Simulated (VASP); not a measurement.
Zn3H:

```xyz
4
Lattice="0.0000 2.9966 2.9966 2.9966 0.0000 2.9966 2.9966 2.9966 0.0000" Properties=species:S:1:pos:R:3 pbc="T T T"
Zn    2.9966    2.9966    2.9966
Zn    1.4983    1.4983    1.4983
Zn    4.4949    4.4949    4.4949
H     0.0000    0.0000    0.0000
```

The cell was built by a generator and needn't be a form met in nature.

Base run:

```yaml
Program: VASP 6.6.1
Functional: PBE
Potentials_or_basis: VASP PAW PBE potentials, release 64 (Zn, H)
Cutoff: 520 eV
k_mesh: 6 × 6 × 6
Occupations: fermi-dirac, width 0.05 eV
Spin: no spin polarisation
```

Its results: pressure 0.3 GPa.

Problem. After a change of settings the same cell gave: pressure -3.1 GPa. Which change was it?
A. functional from PBE to r2SCAN
B. functional from PBE to PW91
C. functional from PBE to BLYP
D. functional from PBE to SCAN

Solution. A.

Caveats: the PAW data sets were made with another functional, which shifts forces and pressure a little (some runs).

Not every run made on this cell is shown here.
